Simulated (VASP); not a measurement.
Given:

```
CeO2
1.0
    1.53000     0.88335     5.92393
   -1.53000     0.88335     5.92393
    0.00000    -1.76669     5.92393
Ce O
1 2
Direct
  0.00000   0.00000   0.00000
  0.75230   0.75230   0.75230
  0.58100   0.58100   0.58100
```
Starting moments (μB, in the order of the record's atoms Ce O O): 1.0 0.0 0.0.

Computed with PBE GGA, VASP's PBE PAW potentials (set 64) (plane waves; VASP). Run with 400 eV cut-off, 6×6×6 Γ-centred mesh, Gaussian smearing of 0.10 eV, potentials Ce O.

At this cut-off the stress carries a Pulay error, which pulls relaxed volumes low. The moments were started parallel, and other spin orders were not tried in this run.

Task: Give the force on each atom (eV/Å).

Result: 
```csv
atom,Fx,Fy,Fz
Ce1,0.000,0.000,-0.009
O2,0.000,0.000,-3.515
O3,0.000,0.000,3.525
```

Task: Give the stress tensor in GPa (positive for a compressed cell).

Result: 
```
 19.06    0.00    0.00
  0.00   19.06    0.00
  0.00    0.00  -39.74
```
The pressure is its mean diagonal, -0.54 GPa.

The structure was generated: CeO2 was put into an ordered model structure, which need not be its known phase. The cell was not relaxed at this level.
